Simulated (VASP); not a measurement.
Consider the following.

```
Mg3Sb2
1.0
    2.28070    -3.95029     0.00000
    2.28070     3.95029     0.00000
    0.00000     0.00000     7.18527
Mg Sb
3 2
Direct
  0.00000   0.00000   0.00000
  0.33333   0.66667   0.63382
  0.66667   0.33333   0.36618
  0.33333   0.66667   0.22481
  0.66667   0.33333   0.77519
```

Calculation: MS2 meta-GGA, VASP's PBE PAW potentials (set 64) (plane waves; VASP 6.6.1). Run with 520 eV cut-off, 6×6×4 Γ-centred mesh, tetrahedra with Blöchl corrections, potentials Mg Sb.

The cores are frozen, which limits the accuracy of field gradients.

Give the principal components of the electric field gradient (V/Å²) and the asymmetry η at each nucleus.

```
atom    Vxx    Vyy   Vzz     η
----  -----  -----  ----  ----
Mg1    -0.8   -0.8   1.5  0.00
Mg2    -0.7   -0.7   1.4  0.00
Mg3    -0.7   -0.7   1.4  0.00
Sb4   -20.0  -20.0  40.0  0.00
Sb5   -20.0  -20.0  40.0  0.00
```

The compound is Mg3Sb2 in the a-la2o3 structure. It was relaxed first.
